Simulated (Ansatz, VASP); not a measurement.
# Pt: VASP beside Ansatz

One calculation is typed for both programs; each brings its own data sets. How far apart do they land? The two relaxations start from unlike cells of this crystal (the structure described is Ansatz's start), so only their ends are compared.

Program: Ansatz 0.2.0. Level of theory: plane waves, with VASP 6.6.1 beside it; relaxation of cell and atoms at PBE, spin-orbit coupling. Results are calculated unless marked as measured.

### 1. The structure

It takes space group Fm-3m (No. 225, cubic). Conventional cell: a = 3.918 Å, b = 3.918 Å, c = 3.918 Å, α = 90.00°, β = 90.00°, γ = 90.00°. Nearest to Pt lie 12 Pt at 2.77 Å.

Structure file:

```
Pt
1.0
     0.00000    1.95896    1.95896
     1.95896    0.00000    1.95896
     1.95896    1.95896    0.00000
Pt
1
Direct
  0.00000 0.00000 0.00000
```

### 2. VASP: relaxation of cell and atoms, PBE, spin-orbit coupling

The relaxed volume is the usual yardstick between codes: in a stiff, nearly cubic crystal its relative difference is about their pressure difference at one cell divided by the bulk modulus.

Lines of VASP's logs that name or quote its potential files are left out, and so is its time.

Input file INCAR:

```
SYSTEM = Pt
PREC = Accurate
ENCUT = 500
EDIFF = 1E-07
NELM = 200
ISMEAR = 1
SIGMA = 0.2
LREAL = .FALSE.
ALGO = Normal
GGA = PE
LNONCOLLINEAR = .TRUE.
MAGMOM = 0 0 0
NBANDS = 22
GGA_COMPAT = .FALSE.
LASPH = .TRUE.
LSORBIT = .TRUE.
LMAXMIX = 4
LORBIT = 11
LWAVE = .FALSE.
LCHARG = .FALSE.
ISIF = 3
IBRION = 2
NSW = 80
EDIFFG = -0.005
NELMIN = 4
KPAR = 2
```

Input file POSCAR:

```
Pt
1.0
    0.0000000000      1.9861337481      1.9861337481
    1.9861337481      0.0000000000      1.9861337481
    1.9861337481      1.9861337481      0.0000000000
Pt
1
Direct
    0.0000000000      0.0000000000      0.0000000000
```

Input file KPOINTS:

```
Automatic mesh
0
Gamma
24 24 24
0 0 0
```

Potentials, in the order of the species: Pt (PBE family, release 64).

Run with:

```sh
> mpirun -np 2 vasp_ncl
```

Numbers of over 12 decimals in the logs are rounded to 6 here.

The log of the run:

```text
[banner, memory and clock lines left out]
running    2 mpi-ranks, on    1 nodes
 distrk:  each k-point on    1 cores,    2 groups
 distr:  one band on    1 cores,    1 groups

 POSCAR found type information on POSCAR Pt
 POSCAR found :  1 types and       1 ions
 LDA part: xc-table for (Slater+PW92), standard interpolation
 POSCAR, INCAR and KPOINTS ok, starting setup
 FFT: planning ... GRIDC
 FFT: planning ... GRID_SOFT
 FFT: planning ... GRID
 WAVECAR not read
 entering main loop
       N       E                     dE             d eps       ncg     rms          rms(c)
DAV:   1     0.519819967768E+02    0.51982E+02   -0.47564E+03 18428   0.831E+02
DAV:   2    -0.562513762795E+01   -0.57607E+02   -0.53818E+02 21514   0.209E+02
DAV:   3    -0.686716785610E+01   -0.12420E+01   -0.12289E+01 21710   0.295E+01
DAV:   4    -0.687426834362E+01   -0.71005E-02   -0.70997E-02 21134   0.245E+00
DAV:   5    -0.687434727264E+01   -0.78929E-04   -0.78927E-04 21354   0.262E-01    0.131E+01
DAV:   6    -0.653301801053E+01    0.34133E+00   -0.38874E-01 20020   0.717E+00    0.722E+00
DAV:   7    -0.649631671319E+01    0.36701E-01   -0.64704E-02 21028   0.293E+00    0.294E+00
DAV:   8    -0.649310135938E+01    0.32154E-02   -0.29415E-03 20194   0.473E-01    0.123E+00
DAV:   9    -0.649289683505E+01    0.20452E-03   -0.41803E-04 21306   0.195E-01    0.168E-01
DAV:  10    -0.649288107952E+01    0.15756E-04   -0.19676E-05 20506   0.451E-02    0.178E-02
DAV:  11    -0.649288493209E+01   -0.38526E-05   -0.99451E-07 20870   0.884E-03    0.103E-02
DAV:  12    -0.649288533516E+01   -0.40307E-06   -0.81635E-08 20730   0.262E-03    0.170E-03
DAV:  13    -0.649288528362E+01    0.51544E-07   -0.32694E-09 10478   0.514E-04
   1 F= -.64928853E+01 E0= -.64917074E+01  d E =-.649289E+01  mag=    -0.0000     0.0000     0.0000
 curvature:   0.00 expect dE= 0.000E+00 dE for cont linesearch  0.000E+00
 trial: gam= 0.00000 g(F)=  0.792E-63 g(S)=  0.639E-05 ort = 0.000E+00 (trialstep = 0.100E+01)
 search vector abs. value=  0.639E-05
 bond charge predicted
       N       E                     dE             d eps       ncg     rms          rms(c)
DAV:   1    -0.649296208759E+01   -0.76752E-04   -0.11554E-03 19066   0.380E-01    0.613E-02
DAV:   2    -0.649288508735E+01    0.77000E-04   -0.98241E-05 18982   0.111E-01    0.349E-02
DAV:   3    -0.649288125991E+01    0.38274E-05   -0.76083E-06 20992   0.313E-02    0.242E-02
DAV:   4    -0.649288146033E+01   -0.20041E-06   -0.20067E-07 21622   0.373E-03    0.104E-02
DAV:   5    -0.649288184316E+01   -0.38283E-06   -0.22668E-07 19964   0.346E-03    0.231E-04
DAV:   6    -0.649288184740E+01   -0.42394E-08   -0.45452E-09 10706   0.543E-04
   2 F= -.64928818E+01 E0= -.64917035E+01  d E =0.343622E-05  mag=     0.0000    -0.0000     0.0000
 trial-energy change:    0.000003  1 .order    0.000005   -0.000006    0.000015
 step:   0.3613(harm=  0.2932)  dis= 0.00000  next Energy=    -6.492886 (dE=-0.120E-05)
 bond charge predicted
       N       E                     dE             d eps       ncg     rms          rms(c)
DAV:   1    -0.649292055144E+01   -0.38708E-04   -0.47131E-04 18982   0.243E-01    0.391E-02
DAV:   2    -0.649288854538E+01    0.32006E-04   -0.40169E-05 18808   0.708E-02    0.223E-02
DAV:   3    -0.649288663757E+01    0.19078E-05   -0.30899E-06 21004   0.199E-02    0.155E-02
DAV:   4    -0.649288662635E+01    0.11219E-07   -0.79109E-08 18166   0.238E-03
   3 F= -.64928866E+01 E0= -.64917086E+01  d E =-.134274E-05  mag=    -0.0000     0.0000    -0.0000
 curvature:  -0.15 expect dE=-0.720E-07 dE for cont linesearch -0.720E-07
 trial: gam= 0.00000 g(F)=  0.439E-64 g(S)=  0.496E-06 ort =-0.178E-05 (trialstep = 0.872E+00)
 search vector abs. value=  0.496E-06
 reached required accuracy - stopping structural energy minimisation
```

From OUTCAR (step 2):

```text
ion  position               nearest neighbor table
   1  0.000  0.000  0.000-

  LATTYP: Found a face centered cubic cell.
 ALAT       =     3.9722674962

 Subroutine GETGRP returns: Found 48 space group operations
 (whereof 48 operations were pure point group operations)

The static configuration has the point symmetry O_h .

 Found    413 irreducible k-points:

   k-points           NKPTS =    413   k-points in BZ     NKDIM =    413   number of bands    NBANDS=     22

   dimension x,y,z NGX =    20 NGY =   20 NGZ =   20
   dimension x,y,z NGXF=    40 NGYF=   40 NGZF=   40

   ENCUT  =  500.0 eV  36.75 Ry    6.06 a.u.   5.12  5.12  5.12*2*pi/ulx,y,z

   NELECT =      10.0000    total number of electrons

 k-points in reciprocal lattice and weights: Automatic mesh
   0.00000000  0.00000000  0.00000000       0.000
   0.04166667  0.00000000  0.00000000       0.001
   0.08333333  0.00000000  0.00000000       0.001
   0.12500000  0.00000000  0.00000000       0.001
   0.16666667  0.00000000  0.00000000       0.001
   0.20833333  0.00000000  0.00000000       0.001
   0.25000000  0.00000000  0.00000000       0.001
   0.29166667  0.00000000  0.00000000       0.001
   0.33333333  0.00000000  0.00000000       0.001
[...]
-0.29166667  0.50000000  0.20833333       0.001
  -0.25000000  0.50000000  0.25000000       0.000

 average (electrostatic) potential at core
       1 -63.4787

 E-fermi :  10.6063

 k-point     1 :       0.0000    0.0000    0.0000
  band No.  band energies     occupation
    ...
      8       7.5053      1.00000
      9       9.1944      1.00000
     10       9.1944      1.00000
     11       9.1944      1.00000
     12       9.1944      1.00000
     13      25.2929      0.00000
     14      25.2929      0.00000
     15      29.5085      0.00000
     16      29.5085      0.00000
     17      30.2284      0.00000
    ...

 k-point     2 :       0.0417    0.0000    0.0000
  band No.  band energies     occupation
    ...
      8       7.5145      1.00000
      9       9.1692      1.00000
     10       9.1692      1.00000
     11       9.1919      1.00000
     12       9.1919      1.00000
     13      25.3964      0.00000
     14      25.3964      0.00000
     15      29.3654      0.00000
     16      29.3654      0.00000
     17      30.0761      0.00000
    ...

 k-point     3 :       0.0833    0.0000    0.0000
  band No.  band energies     occupation
    ...
      8       7.5526      1.00000
      9       9.0992      1.00000
     10       9.0992      1.00000
     11       9.1906      1.00000
     12       9.1906      1.00000
     13      25.6902      0.00000
     14      25.6902      0.00000
     15      28.6009      0.00000
     16      28.6009      0.00000
     17      30.2056      0.00000
    ...

  Total        0.0018505      0.0018505      0.0018505     -0.0000000     -0.0000000      0.0000000
  in kB        0.1892766      0.1892766      0.1892766     -0.0000000     -0.0000000      0.0000000
  external PRESSURE =       0.1892766 kB  Pullay stress =       0.0000000 kB

  energy-cutoff  :      500.00
  volume of cell :       15.66
      direct lattice vectors                 reciprocal lattice vectors
     0.000000000  1.985903721  1.985903721    -0.251774542  0.251774542  0.251774542
     1.985903721  0.000000000  1.985903721     0.251774542 -0.251774542  0.251774542
     1.985903721  1.985903721  0.000000000     0.251774542  0.251774542 -0.251774542

 POSITION                                       TOTAL-FORCE (eV/Angst)
 -----------------------------------------------------------------------------------
      0.00000      0.00000      0.00000         0.000000     -0.000000     -0.000000
 -----------------------------------------------------------------------------------
    total drift:                                0.000000      0.000000      0.000000

  FREE ENERGIE OF THE ION-ELECTRON SYSTEM (eV)
  ---------------------------------------------------
  free  energy   TOTEN  =        -6.4928866264 eV

  energy  without entropy=       -6.4893526716  energy(sigma->0) =       -6.49170864

 reached required accuracy - stopping structural energy minimisation

 Spin-Orbit-Coupling matrix elements
 Ion:    1  E_soc:     -0.7867920

 total charge
# of ion       s       p       d       tot
------------------------------------------
    1        0.622   0.584   7.997   9.203

 magnetization (x)
# of ion       s       p       d       tot
------------------------------------------
    1        0.000   0.000   0.000   0.000

 magnetization (y)
# of ion       s       p       d       tot
------------------------------------------
    1        0.000  -0.000   0.000  -0.000

 magnetization (z)
# of ion       s       p       d       tot
------------------------------------------
    1        0.000  -0.000   0.000   0.000

[... 3 further parts left out ...]
```

### 3. Ansatz: relaxation of cell and atoms, PBE, spin-orbit coupling

Ansatz runs on its fully relativistic PAW (standard-fr) files.

Its own start cell and the same functional, mesh and smearing now go to Ansatz.

Input file input.yaml:

```yaml
crystal:
  lattice:
    - [0.0, 1.958957413, 1.958957413]
    - [1.958957413, 0.0, 1.958957413]
    - [1.958957413, 1.958957413, 0.0]
  atoms:
    - { symbol: Pt, position: [0.0, 0.0, 0.0] }
kpoints:
  mp_grid: { grid: [24, 24, 24] }
hamiltonian:
  xc: pbe
  pseudopotentials: { kind: paw_fr }
scf:
  occupations: { method: methfessel_paxton, width: 0.2 }
output:
  forces: true
  stress: true
  eigenvalues: true
  write_density: true
  write_potential: true
  elf: true
  volumetric_format: npy
basis:
  ecutwfc: 600.0
magnetization:
  noncollinear: true
  spin_orbit: true
relax:
  adjacent_minimum: "off"
  f_tol: 0.001
  max_steps: 60
  cell: { stress_tol: 0.01 }
```

Run with:

```sh
> ansatz run input.yaml --threads 4 --pin off --max-ram 15360MiB --backend cpu --events-out ev --progress --plain --runs-dir out
```

The log of the run:

```text
Engine: ansatz 0.2.0, aarch64-unknown-linux-gnu
Pseudopotentials: kind: paw_fr
Pseudopotential: Pt, paw_fr, valence charge 18, recommended cutoff 420 eV (normal), Pt.paw.azcp#standard-fr
Functional definition: PBE
  parameter kappa = 0.804
  parameter beta = 0.066725
  exchange = pbe_x(kappa = kappa, mu = beta*pi^2/3)
  correlation = pbe_c(beta = beta)
non-collinear run that drives no moment, with spin-orbit: no starting moment large enough to seed its density (crystal.atoms[].spin), no starting occupations that ask for one, no magnetisation constraint and no magnetic field, so the semilocal B_xc is pinned to zero
Crystal: 1 atoms, lattice volume = 15.035 Å³
Basis set: ecut = 600 eV, 531 PW (Γ), exchange–correlation on 48×48×48 points (8 copies of the dense FFT grid, shifted against one another)
Bands: 26, of which v1, the nominal top of the filled ones, is band 18 counted from 1 (17 counted from 0)
Symmetry: 48 space group operations + 48 with time reversal
Magnetic group: BNS 225.117 (UNI 1619), of the structure as read, at distance tolerance 2.5e-5 Å
k-points: 413 of 13824
Projection manifold: j_resolved (fully-relativistic pseudo-atomic orbitals)
Non-local potential: Pt, projectors of the file, l = 0: 3, l = 1: 4, l = 2: 4, l = 3: 2
PAW form: soft (Blöchl's): semilocal exchange-correlation on the pseudo side does not see the compensation charge
PAW one-centre angular grid: Pt, 590 points (default); XC on 64 Gauss nodes
Initial density: superposition of atomic densities (chi_scale 0.1, normalization cell)
Initial wavefunctions: pseudopotential atomic-orbital guess
Functional: x = pbe(κ = 0.804, μ = 0.219515), c = pbe(β = 0.066725)
SCF iter   1: F=—  HF=-12557.968556 eV  |F-HF|=—  |Δ(HF+E_count)|=         —  Δρ=8.67e-2  dr2=1.07e0  dr2_m=0.00e0 (ungated)  ethr=3.10e-3  |M|=0.00e0 ∫|m|=0.00e0 μB  |m|>n=0.0e0 m-floor=0.0e0 τ_xc=0.0e0  β_m=0.30  ⟨swp⟩=5.9  Hψ=24625  notcnv=0  defer=264
preconditioner: auto → none  [metal: Δε(μ)=0.002 eV  Ē_g=13.954 eV  σ=0.200 eV  W_gap=0.01  n_scr=8 (ndim 8)  ℏωp=30.3 eV  f_vac=0.000  D(μ)=1.79/eV (n_scr^D=26)  sad-step TF]
SCF iter   2: F=—  HF=-12557.780872 eV  |F-HF|=—  |Δ(HF+E_count)|=   1.88e-1  S|Δr|=    0.00e0  Δρ=5.95e-2  dr2=4.94e-1  dr2_m=0.00e0 (ungated)  ethr=3.10e-3  |M|=0.00e0 ∫|m|=0.00e0 μB  |m|>n=0.0e0 m-floor=0.0e0 τ_xc=0.0e0  β_m=0.60  ⟨swp⟩=1.9  Hψ=7765  notcnv=0  defer=1032
SCF iter   3: F=—  HF=-12557.629928 eV  |F-HF|=—  |Δ(HF+E_count)|=   1.51e-1  S|Δr|=    0.00e0  Δρ=7.40e-3  dr2=3.16e-3  dr2_m=0.00e0 (ungated)  ethr=2.74e-3  |M|=0.00e0 ∫|m|=0.00e0 μB  |m|>n=0.0e0 m-floor=0.0e0 τ_xc=0.0e0  β_m=0.80  ⟨swp⟩=2.0  Hψ=7803  notcnv=0  defer=1032
SCF iter   4: F=—  HF=-12557.632038 eV  |F-HF|=—  |Δ(HF+E_count)|=   2.11e-3  S|Δr|=    0.00e0  Δρ=1.44e-3  dr2=2.98e-4  dr2_m=0.00e0 (ungated)  ethr=1.76e-5  |M|=0.00e0 ∫|m|=0.00e0 μB  |m|>n=0.0e0 m-floor=0.0e0 τ_xc=0.0e0  β_m=0.69  ⟨swp⟩=2.6  Hψ=9735  notcnv=0  defer=1138
SCF iter   5: F=—  HF=-12557.631937 eV  |F-HF|=—  |Δ(HF+E_count)|=   1.01e-4  S|Δr|=    0.00e0  Δρ=7.20e-5  dr2=3.83e-7  dr2_m=0.00e0 (ungated)  ethr=1.65e-6  |M|=0.00e0 ∫|m|=0.00e0 μB  |m|>n=0.0e0 m-floor=0.0e0 τ_xc=0.0e0  β_m=0.79  ⟨swp⟩=2.1  Hψ=6937  notcnv=0  defer=1138
SCF iter   6: F=—  HF=-12557.631935 eV  |F-HF|=—  |Δ(HF+E_count)|=   2.64e-6  S|Δr|=    0.00e0  Δρ=1.36e-5  dr2=1.58e-8  dr2_m=0.00e0 (ungated)  ethr=5.56e-10  |M|=0.00e0 ∫|m|=0.00e0 μB  |m|>n=0.0e0 m-floor=0.0e0 τ_xc=0.0e0  β_m=0.90  ⟨swp⟩=11.9  Hψ=37502  notcnv=0
SCF iter   7: F=-12557.631935 eV  HF=-12557.631935 eV  |F-HF|=1.02e-10  |Δ(HF+E_count)|=  1.51e-10  S|Δr|=    0.00e0  Δρ=2.28e-6  dr2=1.97e-10  dr2_m=0.00e0 (ungated)  ethr=8.76e-11  |M|=0.00e0 ∫|m|=0.00e0 μB  |m|>n=0.0e0 m-floor=0.0e0 τ_xc=0.0e0  ⟨swp⟩=4.4  Hψ=25406  notcnv=0
SCF 1 converged in 7 iterations: F = -12557.631935 eV  dr2 = 1.97e-10
  greatest PAW one-centre occupation: 1.000 electrons in one spin orbital (limit 2), on the Pt atom at site 0 (counted from 0), in its partial waves of l = 0
relax step   1: F+E_penalty+E_count = -12557.63193472 eV  Δ(F+E_penalty+E_count) = +0.000e0 eV  max|allowed force component| = 0.000e0 eV/Å  Δτ_max = 0.0000 Å  P = +11.354 GPa  Ω = 15.035 Å³  (7 SCF iters, dr2 threshold 1.00e-7 eV, accepted)
[...]
relax step   4: F+E_penalty+E_count = -12557.65351129 eV  Δ(F+E_penalty+E_count) = -4.771e-4 eV  max|allowed force component| = 0.000e0 eV/Å  Δτ_max = 0.0000 Å  P = -0.138 GPa  Ω = 15.681 Å³  energy of the carried Pulay correction = -1.582e-5 eV  (4 SCF iters, dr2 threshold 1.00e-7 eV, accepted)
[...]
relax step   5: F+E_penalty+E_count = -12557.65351532 eV  Δ(F+E_penalty+E_count) = -4.029e-6 eV  max|allowed force component| = 0.000e0 eV/Å  Δτ_max = 0.0000 Å  P = +0.002 GPa  Ω = 15.672 Å³  energy of the carried Pulay correction = -1.561e-5 eV  (2 SCF iters, dr2 threshold 4.75e-8 eV, accepted)
[...]
relax step   6: F+E_penalty+E_count = -12557.65352971 eV  Δ(F+E_penalty+E_count) = -1.439e-5 eV  max|allowed force component| = 0.000e0 eV/Å  Δτ_max = 0.0000 Å  P = +0.001 GPa  Ω = 15.672 Å³  stress off target by 1.29e-3 GPa  SCF on the basis re-selected at this cell (its energy is not comparable with the rows above)  (6 SCF iters)
basis re-selected at this cell: Δ(F+E_penalty+E_count) = -1.439e-5 eV, ΔP = -0.001 GPa vs the last step (what re-selecting the basis moved, of the pressure what is left beyond the Pulay correction that the steps carried, after the strain that the cell walked since its last selection, with what the two solves' SCF thresholds leave and, on support functions, any second-order correction that the steps lacked; it is no measure of the basis error at this ecutwfc). This SCF's stress stands 1.29e-3 GPa from its target on what of the cell is left free (relax.cell.stress_tol is 1.00e-2 GPa) and its largest allowed force component is 0.00e0 eV/Å (relax.f_tol is 1.00e-3 eV/Å): [rest of the remark cut]
SCF converged after 6 iterations
Stability not checked: this state was not tested for a lower state beside it, because cold or Methfessel-Paxton smearing, or corrected tetrahedra, fill the levels in a way that the test cannot read (fill_not_monotonic; see scf.lower_state_search)
Magnetization: |M| = 0.0000 μB,  M = (+0.0000, +0.0000, +0.0000) μB
Absolute magnetization: 0.0000 μB (∫|m|)
  site 0: m = (+0.0000, +0.0000, +0.0000) μB, |m| = 0.0000 μB  (R = 1.16 Å)
Free energy (F): -12557.653530 eV
Harris-Foulkes:  -12557.653530 eV  (|F-HF|=1.82e-12)
Internal energy: -12557.650078 eV  (E = F + TS)
E sigma→0 (E₀):  -12557.652667 eV
Entropy (-TS):   -0.003452 eV (-3.452 meV/atom)
Fermi energy:    22.331254 eV
--- Per-component energies (eV) ---
  E_band       = -151.480084
  E_kinetic    = 636.597342
  E_local      = -1505.971872  (includes V_loc(G=0)·N_el)
  E_nonlocal   = 187.968855
  E_hartree    = 557.962601
  E_xc         = -261.686935
  E_vxc        = -302.766299  (∫ρ·V_xc dr)
  E_paw        = -9480.181111  (= ΣΔE_a)
  E_vpaw       = -283.233400  (= ΣTr[D̂ρ^β])
  E_aug_tail   = 0.000087  (compensation charges beyond the density's cutoff)
  E_ewald      = -2692.339044
  E_smearing   = -0.003452  (= −TS)
  E_closure    = -0.000000  (closes the sum)
  Σ components = -12557.653530   (vs F -12557.653530, Δ=0.00e0)
--- Forces (eV/Å), atoms counted from 1 ---
  atom   1  Pt    -0.00000000     0.00000000    -0.00000000
  max |Σ_I F_I| component: 2.31e-29 eV/Å
--- Stress (GPa, compression-positive) ---
        0.001285      -0.000000      -0.000000
       -0.000000       0.001285      -0.000000
       -0.000000      -0.000000       0.001285
  P = ⅓ Tr σ = 0.0013 GPa (0.013 kbar)
--- Band table (eV; the first three rows and the last of 413) ---
  k-point 0: bands = [... 14 lower, 19.2145, 19.2145, 20.9114, 20.9114, 20.9114, 20.9114, 36.9626, 36.9626, ... 4 higher]
  k-point 1: bands = [... 14 lower, 19.2238, 19.2238, 20.8861, 20.8861, 20.9090, 20.9090, 37.0654, 37.0654, ... 4 higher]
  k-point 2: bands = [... 14 lower, 19.2622, 19.2622, 20.8157, 20.8157, 20.9079, 20.9079, 37.3572, 37.3572, ... 4 higher]
  k-point 412: bands = [... 14 lower, 20.4946, 20.4946, 22.7736, 22.7736, 29.1132, 29.1132, 29.5856, 29.5856, ... 4 higher]
--- Relaxed structure (5 steps of the walk, 4 accepted, 1 SCFs on fresh bases) ---
  F+E_penalty+E_count = -12557.65352971 eV   max|allowed force component| = 0.000e0 eV/Å   (the final SCF, on the basis selected at the relaxed cell)
  cell:  # Å, volume = 15.6722 Å³
    - [0, 1.986247, 1.986247]
    - [1.986247, 0, 1.986247]
    - [1.986247, 1.986247, 0]
  atoms:
    - { symbol: Pt, position: [0.0, 0.0, 0.0] }
```

Reading the cycles: dr2 is the Hartree energy of the density residual (eV), the measure of convergence; HF is the Harris–Foulkes estimate of the energy, which meets the free energy F at convergence.

### 4. Differences

Known differences besides the potentials themselves: spin-orbit coupling enters by fully relativistic files in Ansatz and inside the spheres in VASP; the data sets hold 18 valence electrons in Ansatz (on its fully relativistic PAW (standard-fr) files) and 10 in VASP; the cutoff is 600 eV in Ansatz and 500 eV in VASP; Ansatz adds a Pulay correction to the stress that steers its cell, VASP none. Total energies have different zeros and are not compared.

Compared:

```tsv
quantity	Ansatz	VASP	difference
volume (Å³)	15.67	15.66	+0.05 %
edge a after relaxation, in the typed setting (Å)	2.809	2.808	+0.02 %
```

### 5. Results

```
difference in volume (relaxation of cell and atoms, PBE, spin-orbit coupling) : 0.052 %
```

**Reading.** The difference in volume is 0.052 % (relaxation of cell and atoms, PBE, spin-orbit coupling), within the 1.2 % picked in this series as the mark of a large difference, as far as the stopping tolerances let one tell. The data sets hold unlike numbers of valence electrons (18 in Ansatz and 10 in VASP), so part of the differences comes from the potentials. How closely two codes agree says nothing of how well the functional describes the real material.

[Lines on the potential files, build, host, timing and source positions are cut from VASP's logs without a mark.]

[Logs are printed without paths, hosts, clocks, repeated set-up lines and the standing remarks that a program may print on its own settings, such as how far it seeks lower states.]

[Hosts, paths, dates, database ids (printed as entryN), source tags and the programs' standing remarks are cut or masked in the printed files.]
